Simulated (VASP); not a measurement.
# Al (Fm-3m) in VASP: a series of runs, part 2 of 2

VASP 6.6.1. Earlier steps stand in the parts before.

**4. Single point, PBE (a relaxed cell with its volume scaled by 1.06)**

File INCAR:

```
ALGO     = Normal         # electronic algorithm
EDIFF    = 1E-7           # SCF threshold, eV
ENCUT    = 520            # plane-wave cutoff, eV
GGA      = PE             # functional
ISIF     = 2              # what is computed and relaxed
ISMEAR   = 0              # smearing method
LASPH    = True           # aspherical terms in the spheres
LCHARG   = False          # write CHGCAR
LREAL    = False          # projectors in reciprocal space
LWAVE    = False          # write WAVECAR
NELM     = 100            # most SCF steps
PREC     = Accurate       # precision mode
SIGMA    = 0.3            # smearing width, eV
```

File KPOINTS:

```
k-points
0
Gamma
  18 18 18
```

File POSCAR:

```
Al                                      
1.0
    0.0000000000      2.0599155725      2.0599155725
    2.0599155725      0.0000000000      2.0599155725
    2.0599155725      2.0599155725      0.0000000000
  Al            
     1
Direct
     0.0000000000000000    0.0000000000000000    0.0000000000000000
```

Potentials or basis: VASP PAW PBE potentials, release 64 (Al).

On the command line:

```bash
cat potpaw_PBE.64/Al/POTCAR > POTCAR
mpirun -np 1 vasp_std > vasp.out
```

OUTCAR:

```text
EDIFF = 1E-7
   ENCUT = 520
   GGA = PE
   ISIF = 2
   ISMEAR = 0
   LASPH = True
   LREAL = False
   NELM = 100
   PREC = Accurate

 ion  position               nearest neighbor table
   1  0.000  0.000  0.000-

  LATTYP: Found a face centered cubic cell.
 ALAT       =     4.1198311450

  Lattice vectors:

 A1 = (   0.0000000000,   2.0599155725,   2.0599155725)
 A2 = (   2.0599155725,   0.0000000000,   2.0599155725)
 A3 = (   2.0599155725,   2.0599155725,   0.0000000000)

[... 371 lines left out ...]
      5      20.8003      0.00000

 [... further k-points ...]

------------------------ aborting loop because EDIFF is reached ----------------------------------------

  FORCE on cell =-STRESS in cart. coord.  units (eV):
  Direction    XX          YY          ZZ          XY          YZ          ZX
  --------------------------------------------------------------------------------------
  -------------------------------------------------------------------------------------
  Total       -0.4307293     -0.4307293     -0.4307293      0.0000000      0.0000000      0.0000000
  in kB      -39.4763287    -39.4763287    -39.4763287      0.0000000      0.0000000      0.0000000
  external PRESSURE =     -39.4763287 kB  Pullay stress =       0.0000000 kB

 VOLUME and BASIS-vectors are now :
 -----------------------------------------------------------------------------
  energy-cutoff  :      520.00
  volume of cell :       17.48
      direct lattice vectors                 reciprocal lattice vectors
     0.000000000  2.059915573  2.059915573    -0.242728395  0.242728395  0.242728395
     2.059915573  0.000000000  2.059915573     0.242728395 -0.242728395  0.242728395
     2.059915573  2.059915573  0.000000000     0.242728395  0.242728395 -0.242728395

 POSITION                                       TOTAL-FORCE (eV/Angst)
 -----------------------------------------------------------------------------------
      0.00000      0.00000      0.00000         0.000000      0.000000      0.000000
 -----------------------------------------------------------------------------------
    total drift:                               -0.000000      0.000000      0.000000

  FREE ENERGIE OF THE ION-ELECTRON SYSTEM (eV)
  ---------------------------------------------------
  free  energy   TOTEN  =        -3.7409237637 eV

  energy  without entropy=       -3.7204755026  energy(sigma->0) =       -3.73069963
```

OSZICAR:

```text
N       E                     dE             d eps       ncg     rms          rms(c)
DAV:   1    -0.166591634168E+01   -0.16659E+01   -0.84262E+02  2060   0.322E+02
DAV:   2    -0.374543343387E+01   -0.20795E+01   -0.18620E+01  2545   0.305E+01
DAV:   3    -0.376257820350E+01   -0.17145E-01   -0.16961E-01  2605   0.331E+00
DAV:   4    -0.376264103649E+01   -0.62833E-04   -0.62827E-04  2610   0.190E-01
DAV:   5    -0.376264141881E+01   -0.38232E-06   -0.38111E-06  2650   0.117E-02    0.121E+00
DAV:   6    -0.375007964993E+01    0.12562E-01   -0.19418E-03  2295   0.334E-01    0.706E-01
DAV:   7    -0.374093139349E+01    0.91483E-02   -0.57811E-03  2315   0.540E-01    0.137E-01
DAV:   8    -0.374092561662E+01    0.57769E-05   -0.25065E-05  2450   0.533E-02    0.769E-03
DAV:   9    -0.374092431573E+01    0.13009E-05   -0.10528E-06  2435   0.675E-03    0.122E-03
DAV:  10    -0.374092385925E+01    0.45648E-06   -0.65915E-09  2050   0.847E-04    0.554E-04
DAV:  11    -0.374092376369E+01    0.95557E-07   -0.41884E-10  1220   0.192E-04
   1 F= -.37409238E+01 E0= -.37306996E+01  d E =-.204483E-01
```

stdout:

```text
POSCAR found type information on POSCAR Al
 POSCAR found :  1 types and       1 ions
 scaLAPACK will be used
 LDA part: xc-table for (Slater+PW92), standard interpolation
 POSCAR, INCAR and KPOINTS ok, starting setup
 FFT: planning ... GRIDC
 FFT: planning ... GRID_SOFT
 FFT: planning ... GRID
 WAVECAR not read
 entering main loop
```

It took 4.7 s on 1 thread of Intel Xeon 6975P-C (Granite Rapids), shared host; peak memory 0.14 GiB.

Results:

* Free energy: -3.7409 eV
* Pressure: -3.9 GPa
* Band gap on the k mesh: none (metal or under the smearing width)

**5. Single point, PBE (a relaxed cell with its volume scaled by 0.91)**

INCAR is that of step 4.

KPOINTS is that of step 4.

File POSCAR:

```
Al                                      
1.0
    0.0000000000      1.9577681691      1.9577681691
    1.9577681691      0.0000000000      1.9577681691
    1.9577681691      1.9577681691      0.0000000000
  Al            
     1
Direct
     0.0000000000000000    0.0000000000000000    0.0000000000000000
```

On the command line:

```bash
cat potpaw_PBE.64/Al/POTCAR > POTCAR
mpirun -np 1 vasp_std > vasp.out
```

Run time: 5.1 s. Hardware: 1 thread of Intel Xeon 6975P-C (Granite Rapids), shared host; peak memory 0.13 GiB.

The run converged. Its results:

```
Free energy            : -3.7151 eV
Pressure               : 9.1 GPa
Band gap on the k mesh : none (metal or under the smearing width)
```

Levels at points of the mesh, in eV from the Fermi level:
```
           k point  band 1  band 2  band 3  band 4  band 5
(0.00, 0.00, 0.00)  -11.80   13.17   13.17   13.17   15.41
(0.50, 0.00, 0.00)   -4.97   -4.51   11.92   11.92   12.47
(0.50, 0.50, 0.00)   -3.15   -1.63    5.28    6.07    6.07
```

**6. Single point, PBE (a relaxed cell with its volume scaled by 1.09)**

INCAR is that of step 5.

KPOINTS is that of step 5.

File POSCAR:

```
Al                                      
1.0
    0.0000000000      2.0791682358      2.0791682358
    2.0791682358      0.0000000000      2.0791682358
    2.0791682358      2.0791682358      0.0000000000
  Al            
     1
Direct
     0.0000000000000000    0.0000000000000000    0.0000000000000000
```

Potentials or basis: VASP PAW PBE potentials, release 64 (Al).

On the command line:

```bash
cat potpaw_PBE.64/Al/POTCAR > POTCAR
mpirun -np 1 vasp_std > vasp.out
```

Run time: 4.9 s. Hardware: 1 thread of Intel Xeon 6975P-C (Granite Rapids), shared host; peak memory 0.14 GiB.

It converged, with:

| Property | Result |
| --- | --- |
| Free energy | -3.7263 eV |
| Pressure | -5.5 GPa |
| Band gap on the k mesh | none (metal or under the smearing width) |

Levels at points of the mesh, in eV from the Fermi level:
```
           k point  band 1  band 2  band 3  band 4  band 5
(0.00, 0.00, 0.00)  -10.54   12.17   12.17   12.17   13.04
(0.50, 0.00, 0.00)   -4.25   -4.24   10.55   10.55   11.09
(0.50, 0.50, 0.00)   -2.70   -1.58    5.23    5.23    5.25
```

**7. Overview**

```csv
cell,gap on the mesh (eV),pressure (GPa)
a relaxed cell with its volume scaled by 1.03,none,-2.1
a relaxed cell with its volume scaled by 0.94,none,5.5
a relaxed cell with its volume scaled by 1.06,none,-3.9
a relaxed cell with its volume scaled by 0.91,none,9.1
a relaxed cell with its volume scaled by 1.09,none,-5.5
```

Alike in all rows: task single point; level PBE; potentials or basis VASP PAW PBE potentials, release 64 (Al); no spin polarisation; k mesh 18 × 18 × 18; cutoff (eV) 520; smearing gaussian 0.3 eV.

Absolute energies hang on the potentials; compare differences alone.
